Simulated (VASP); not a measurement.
Input for VASP

### INCAR
```
SYSTEM = Sb
PREC = Accurate
ENCUT = 500
EDIFF = 1E-6
NELM = 100
ALGO = Normal
LREAL = .FALSE.
LASPH = .TRUE.
ISMEAR = 1
SIGMA = 0.1
METAGGA = R2SCAN
LMIXTAU = .TRUE.
LMAXMIX = 4
LWAVE = .FALSE.
LCHARG = .FALSE.
IBRION = 2
ISIF = 3
NSW = 40
EDIFFG = -0.02
PSTRESS = 50
```

**KPOINTS**
```
Regular mesh
0
G
  10 10 10
0 0 0
```

File POSCAR:
```
Sb
1
    3.7996796642    -2.1342623457    -0.0396047878
    3.7996796642     2.1342623457    -0.0396047878
    2.6374503080     0.0000000000     3.4695912450
Sb
2
Direct
  0.2369749927   0.2369749927   0.2369749928
  0.7630250073   0.7630250073   0.7630250072
```

POTCAR, in this order: Sb (PBE.64 set). Program: vasp_std.

Q: Translate this r2SCAN calculation to Ansatz.

A: One equivalent input (not run):
Ansatz 0.2 input:
```yaml
crystal:
  lattice:
    - [3.7996797, -2.1342623, -0.0396048]
    - [3.7996797, 2.1342623, -0.0396048]
    - [2.6374503, 0.0000000, 3.4695912]
  atoms:
    - { symbol: Sb, position: [0.2369750, 0.2369750, 0.2369750] }
    - { symbol: Sb, position: [0.7630250, 0.7630250, 0.7630250] }
kpoints:
  mp_grid: { grid: [10, 10, 10] }
hamiltonian:
  xc: r2scan
  pseudopotentials: { kind: paw }
scf:
  occupations: { method: methfessel_paxton, width: 0.1 }
  max_iter: 100
relax:
  max_steps: 40
  f_tol: 0.02
  cell: { p_target: 5 }
output: { forces: true, stress: true, eigenvalues: true }
```
What does not carry over: each code has its own PAW files, so the cut-off isn't converted (ENCUT is set for VASP's; basis.ecutwfc is left out, and Ansatz then takes the one that its files recommend); Ansatz stops its SCF on the density residual and VASP on the energy change (EDIFF).

The compound is Sb in the a7 structure. This run relaxes it under an external pressure of 5 GPa. Symmetry was kept, so distortions that lower it aren't found.
